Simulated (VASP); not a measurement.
Input:

```
CELL_PARAMETERS angstrom
      1.96297    -3.39997     0.00000
      1.96297     3.39997     0.00000
      0.00000     0.00000     6.42592
ATOMIC_POSITIONS crystal
  Zr 0.00000 0.00000 0.00000
  Se 0.33333 0.66667 0.24671
  Se 0.66667 0.33333 0.75329
```

Computed with vdW-DF2, VASP's PBE PAW potentials (set 64) (plane waves; VASP). Run with 520 eV cut-off, 7×7×4 Γ-centred mesh, tetrahedra with Blöchl corrections, potentials Zr_sv Se.

The cores are frozen, which limits the accuracy of field gradients.

Give the principal components of the electric field gradient (V/Å²) and the asymmetry η at each nucleus.

```json
[
 {"atom": "Zr1", "Vxx": "9.1", "Vyy": "9.1", "Vzz": "-18.3", "η": "0.00"},
 {"atom": "Se2", "Vxx": "3.0", "Vyy": "3.0", "Vzz": "-6.0", "η": "0.00"},
 {"atom": "Se3", "Vxx": "3.0", "Vyy": "3.0", "Vzz": "-6.0", "η": "0.00"}
]
```

The compound is ZrSe2 in the 1T layered structure. It was relaxed first, which changed the volume by +13 %.
